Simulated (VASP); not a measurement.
VASP ran on this input.

### POSCAR
```
CuAu
1
    2.8901151831     0.0000000000    -0.0000000000
    0.0000000000     2.8901151831    -0.0000000000
    0.0000000000     0.0000000000     3.5950413939
Cu Au
1 1
Direct
  0.0000000000   0.0000000000   0.0000000000
  0.5000000000   0.5000000000   0.5000000000
```

### KPOINTS
```
Automatic
0
gamma
14 14 11
```

**INCAR**
```
LWAVE = .False.
PARAM1 = 0.1833333333
PREC = Accurate
LORBIT = 11   ! lm-projected
LUSE_VDW = .True.
NEDOS = 601   ! DOS grid
PARAM2 = 0.22
NELM = 100
AGGAC = 0.0
LASPH = .True.
GGA = BO
ISMEAR = -5
ISIF = 2
LMAXMIX = 6   ! l cut-off of mixed one-centre charges
LCHARG = .True.
ENCUT = 520   ! plane-wave cut-off (eV)
EDIFF = 1E-7   ! SCF stop (eV)
SYSTEM = CuAu
LREAL = .False.   ! projection in real space or not
ALGO = Normal
```

POTCAR, in this order: Cu Au (PBE.64 set). Program: vasp_std.

Q: Translate this optB88-vdW calculation to Quantum ESPRESSO's pw.x.

A: One equivalent input (not run):
```
&CONTROL
  calculation = 'scf'
  pseudo_dir = './pseudo'
  outdir = './out'
  tprnfor = .true.
  tstress = .true.
/
&SYSTEM
  ibrav = 0
  nat = 2
  ntyp = 2
  ecutwfc = 92
  occupations = 'tetrahedra'
  input_dft = 'vdw-df-obk8'
/
&ELECTRONS
  conv_thr = 7.3e-09
  electron_maxstep = 100
/
ATOMIC_SPECIES
  Cu 63.546 Cu.upf
  Au 196.967 Au.upf
CELL_PARAMETERS angstrom
     2.8901152    0.0000000   -0.0000000
     0.0000000    2.8901152   -0.0000000
     0.0000000    0.0000000    3.5950414
ATOMIC_POSITIONS crystal
  Cu   0.0000000  0.0000000  0.0000000
  Au   0.5000000  0.5000000  0.5000000
K_POINTS automatic
  14 14 11 0 0 0
```
Limits of the translation: the potentials are each code's own (VASP's PAW set, PseudoDojo norm-conserving files in pw.x), so ENCUT and ecutwfc are chosen apart and not converted; conv_thr bounds pw.x's estimated SCF error, while EDIFF bounds the energy change between steps.

The compound is CuAu in the L1_0 structure. It was relaxed first.
